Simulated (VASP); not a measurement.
Here is the system:

```yaml
crystal:
  lattice:
    - [2.92373, 0.00000, 0.00000]
    - [0.00000, 2.92373, 0.00000]
    - [0.00000, 0.00000, 2.92373]
  atoms:
    - { symbol: Zn, position: [0.50000, 0.50000, 0.50000] }
    - { symbol: Cu, position: [0.00000, 0.00000, 0.00000] }
```

The numbers are results of PBE GGA with D4 dispersion, VASP's PBE PAW potentials (set 64) (plane waves; VASP 6.6.1), not measurements. Numerical set-up: 520 eV cut-off, Gaussian smearing of 0.050 eV, potentials Zn Cu.

Question: Estimate the band gap (along the path) with the smallest direct gap where there is one.

Answer: 
```json
{
 "band gap (along the path)": "none (metal, semimetal or under 0.01 eV)"
}
```

The absolute energy has meaning only against runs of the same code, potentials and settings.

The compound is CuZn in the CsCl type structure. It was relaxed first. The electron count is odd and the run is not spin-polarised, which forces a metal.
